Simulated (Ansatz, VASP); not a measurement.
# TaN in two plane-wave programs, part 2 of 2

Aim: how closely do two programs agree when they are given the same cell, functional and k mesh? The cell is taken from a series of runs on this material, whose earlier steps may have relaxed, scaled, displaced or heated it; both programs get it as it stands.

VASP 6.6.1 and Ansatz 0.2.0.

So far: Set-up; VASP: relaxation of cell and atoms, PBEsol; Ansatz: relaxation of cell and atoms, PBEsol; Side by side.

**5. VASP: zone-centre phonons, PBEsol**

Level of this step: PBEsol; plane waves and PAW (Ta_pv, N) (VASP).

Second derivatives magnify differences that forces hide, and they need a tight electronic threshold.

File INCAR:

```
SYSTEM = TaN
PREC = Accurate
ENCUT = 600
EDIFF = 1E-08
NELM = 120
ISMEAR = -1
SIGMA = 0.1
LREAL = .FALSE.
ALGO = Normal
GGA = PS
NBANDS = 14
LASPH = .TRUE.
LORBIT = 11
LWAVE = .FALSE.
LCHARG = .FALSE.
ISIF = 2
IBRION = 8
GGA_COMPAT = .FALSE.
KPAR = 2
```

File POSCAR:

```
TaN
1.0
    2.9239590769      0.0000000000      0.0000000000
   -1.4619795384      2.5322228403      0.0000000000
    0.0000000000      0.0000000000      2.8703086326
Ta N
1 1
Direct
    0.3333333333      0.6666666667      0.5000000000
    1.0000000000      0.0000000000      0.0000000000
```

File KPOINTS:

```
Automatic mesh
0
Gamma
18 18 20
0 0 0
```

PAW data sets: Ta_pv and N (PBE family, release 64).

Command:

```
> mpirun -np 2 vasp_std
```

Numbers of over 12 decimals in the logs are rounded to 6 here.

Log:

```text
[banner, memory and clock lines left out]
running    2 mpi-ranks, on    1 nodes
[...]
[... a notice as in an earlier step ...]

 LDA part: xc-table for (Slater+PW92), standard interpolation
 POSCAR, INCAR and KPOINTS ok, starting setup
[...]
entering main loop
       N       E                     dE             d eps       ncg     rms          rms(c)
DAV:   1     0.984232643332E+02    0.98423E+02   -0.97765E+03 11396   0.136E+03
DAV:   2    -0.227062032154E+02   -0.12113E+03   -0.11400E+03 13886   0.346E+02
DAV:   3    -0.261165170009E+02   -0.34103E+01   -0.33821E+01 13226   0.549E+01
DAV:   4    -0.261349595293E+02   -0.18443E-01   -0.18439E-01 13598   0.419E+00
[...]
DAV:  14    -0.238089423150E+02    0.45181E-07   -0.17308E-08 13716   0.130E-03    0.225E-04
DAV:  15    -0.238089423030E+02    0.12034E-07   -0.54881E-10  7462   0.257E-04    0.103E-04
DAV:  16    -0.238089423061E+02   -0.31516E-08   -0.10885E-10  7672   0.102E-04
   1 F= -.23808942E+02 E0= -.23807415E+02  d E =-.305557E-02
[...]
RMM:  10    -0.228299891312E+00    0.17881E-06   -0.60504E-08104805   0.128E-04    0.231E-05
RMM:  11    -0.228299851736E+00    0.39576E-07   -0.62811E-08103023   0.598E-05    0.787E-06
RMM:  12    -0.228299857627E+00   -0.58910E-08   -0.56629E-08 98519   0.385E-05    0.236E-06
 first order change of Fermi-energy   0.20447E-04
 force on displaced ion       2 direction 1 : -13.644   0.001   0.000
 Linear response progress:
  Degree of freedom:   4/  4
       N       E                     dE             d eps       ncg     rms          rms(c)
RMM:   1    -0.237028721859E+00   -0.23703E+00    0.14801E-01 40745   0.296E+00
RMM:   2    -0.230971752163E+00    0.60570E-02   -0.38219E-03 31239   0.511E-01    0.148E-01
RMM:   3    -0.231779198061E+00   -0.80745E-03   -0.88330E-04 29548   0.181E-01    0.759E-02
RMM:   4    -0.233001455873E+00   -0.12223E-02   -0.39986E-04 30472   0.123E-01    0.225E-02
[...]
RMM:  12    -0.233111913969E+00   -0.19975E-07   -0.12909E-07 34583   0.390E-05    0.116E-06
RMM:  13    -0.233111916542E+00   -0.25735E-08   -0.12708E-07 26804   0.304E-05    0.293E-07
RMM:  14    -0.233111912282E+00    0.42603E-08   -0.13018E-07 19831   0.283E-05    0.866E-08
 first order change of Fermi-energy  -0.46048E-04
 force on displaced ion       2 direction 3 :  -0.000  -0.000 -14.858
 Linear response finished
```

Parts of OUTCAR (step 5):

```text
  Total        0.0947456      0.0947456      0.1291120      0.0000000     -0.0000000      0.0000000
  in kB        7.1427901      7.1427901      9.7336415      0.0000000     -0.0000000      0.0000000
  external PRESSURE =       8.0064072 kB  Pullay stress =       0.0000000 kB

 POSITION                                       TOTAL-FORCE (eV/Angst)
 -----------------------------------------------------------------------------------
     -0.00000      1.68815      1.43515         0.000000     -0.000000      0.000000
      0.00000      0.00000      0.00000         0.000000      0.000000      0.000000
 -----------------------------------------------------------------------------------
    total drift:                                0.000000     -0.000000     -0.000000

[... 2 further parts left out ...]
```

**6. Ansatz: zone-centre phonons, PBEsol**

The same cell, functional, mesh and smearing now go to Ansatz, which takes its cutoff from its data sets.

The cell is taken from a series of runs on this material, whose earlier steps may have relaxed, scaled, displaced or heated it; both programs get it as it stands.

File input.yaml:

```yaml
crystal:
  lattice:
    - [2.9239590769, 0.0, 0.0]
    - [-1.4619795384, 2.5322228403, 0.0]
    - [0.0, 0.0, 2.8703086326]
  atoms:
    - { symbol: Ta, position: [0.3333333333, 0.6666666667, 0.5] }
    - { symbol: "N", position: [0.0, 0.0, 0.0] }
kpoints:
  mp_grid: { grid: [18, 18, 20] }
hamiltonian:
  xc: pbesol
  pseudopotentials: { kind: paw, azcp: { folder: soft_1 }, xc_functional: pbe }
scf:
  occupations: { method: fermi_dirac, width: 0.1 }
output:
  eigenvalues: true
phonons:
  method: dfpt
  qpoints:
    - [0, 0, 0]
    - [0.166666667, 0.0, 0.0]
    - [0.333333333, 0.0, 0.0]
    - [0.5, 0.0, 0.0]
```

Command:

```
> ansatz run input.yaml --threads 4 --pin off --max-ram 12288MiB --backend cpu --events-out ev --progress --plain --runs-dir out
```

Log:

```text
The run solves and reports these wavevectors of phonons.qpoints, in the list's order, at another value: [0.166666667, 0.0, 0.0] as [0.166667, 0.0, 0.0], [0.333333333, 0.0, 0.0] as [0.333333, 0.0, 0.0].
[...]
Crystal: 2 atoms, lattice volume = 21.252 Å³
Basis set: ecut = 420 eV, 405 PW (Γ), exchange–correlation on 40×40×40 points (8 copies of the dense FFT grid, shifted against one another)
[...]
q = [0, 0, 0] (of the zone-centre solve; hermiticity 2.67e-7, symmetrization 4.12e-11): -0.00 -0.00 0.00 531.12 531.12 554.78
  q = [0.166667, 0, 0] (4 solved perturbations in 10890 linear systems a pass and spin channel, the states on 3564 of 6480 k-point pairs; hermiticity 2.33e-7, symmetrization 1.67e-14): 84.64 86.96 140.65 532.73 557.52 565.32
[...]
sum rule: each row above includes the acoustic sum rule's correction from the zone centre's row sums; it moved no ω² by more than (0.62 cm⁻¹)²
[key lines of the parts left out:]
SCF converged after 8 iterations
Free energy (F): -10188.561132 eV
Fermi energy:    20.266917 eV
```

**7. Side by side**

What differs besides the data sets and the points named for the pairs above, as far as they apply: the data sets hold 18 valence electrons in Ansatz (on its PAW soft_1 files) and 16 in VASP. Total energies have different zeros and are not compared.

Compared:

```tsv
quantity	Ansatz	VASP	difference
optical mode 1 to 2 (cm⁻¹)	531.1	534.3	-0.60 %
optical mode 3 (cm⁻¹)	554.8	557.6	-0.50 %
```

Modes are paired by rising frequency, not by their patterns, so a pair may set unlike modes beside each other; they are those without the splitting of longitudinal modes.

**8. What came out**

| Item | Value |
| --- | --- |
| difference in volume (relaxation of cell and atoms, PBEsol) | -0.22 % |
| r.m.s. difference of the optical zone-centre modes, each program's sorted by frequency (zone-centre phonons, PBEsol) | 3.1 cm⁻¹ |
| difference in optical mode 1 to 2 (zone-centre phonons, PBEsol) | -0.6 % |

The difference in volume is -0.22 % (relaxation of cell and atoms, PBEsol), within the 1.2 % picked in this series as the mark of a large difference, as far as the stopping tolerances let one tell. The data sets hold unlike numbers of valence electrons (18 in Ansatz and 16 in VASP), so part of the differences comes from the potentials. Among the rows given in per cent, the largest difference of the zone-centre phonons, PBEsol pair is in optical mode 1 to 2, -0.6 %. 1 further run of this series is not shown here. Such differences can come from data sets, numerical settings and the points named under the comparisons, not from the functional's error against experiment.

[Lines on the potential files, build, host, timing and source positions are cut from VASP's logs without a mark.]

[Logs are printed without paths, hosts, clocks, repeated set-up lines and the standing remarks that a program may print on its own settings, such as how far it seeks lower states.]

[Hosts, paths, dates, database ids (printed as entryN), source tags and the programs' standing remarks are cut or masked in the printed files.]
